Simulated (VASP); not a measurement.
Data:

```cif
data_Ta2
_chemical_formula_sum 'Ta2'
_space_group_name_H-M_alt 'Im-3m'
_space_group_IT_number 229
_space_group_name_Hall '-I 4 2 3'
_cell_length_a 3.27968
_cell_length_b 3.27968
_cell_length_c 3.27968
_cell_angle_alpha 90.000
_cell_angle_beta 90.000
_cell_angle_gamma 90.000
loop_
_atom_site_label
_atom_site_type_symbol
_atom_site_symmetry_multiplicity
_atom_site_Wyckoff_symbol
_atom_site_fract_x
_atom_site_fract_y
_atom_site_fract_z
_atom_site_occupancy
Ta1 Ta 2 a 0.00000 0.00000 0.00000 1
```
(The calculation used a cell of 1 atom; values per cell refer to that cell.)

Level of theory: AM05 GGA, VASP's PBE PAW potentials (set 64) (plane waves; VASP 6.6.1). Settings: 520 eV cut-off, 16×16×16 Γ-centred mesh, first-order Methfessel-Paxton smearing of 0.10 eV, potentials Ta_pv.

### Question
Give the energy at these volumes per atom, relative to the lowest: 16.58, 17.11, 17.64, 18.17, 18.70 Å³.

### Answer
43.6, 10.3, 0.0, 9.9, 37.8 meV/atom. A third-order Birch-Murnaghan fit gives B0 = 205 GPa and B0′ = 3.0.

Measured: bulk modulus 198 GPa at 0 K (computed value off by +3.3 %), as given by H. Levämäki et al., Physical Review B (2014), arXiv:1402.3671 [corrected for temperature and zero-point phonon effects]; a 3.299 Å at 0 K (computed value off by -0.6 %), as given by Daniel Mejia-Rodriguez et al., Physical Review B (2018), arXiv:1807.09216 [static lattice: zero-point anharmonic expansion removed].

The compound is Ta in the bcc structure. It was relaxed first.
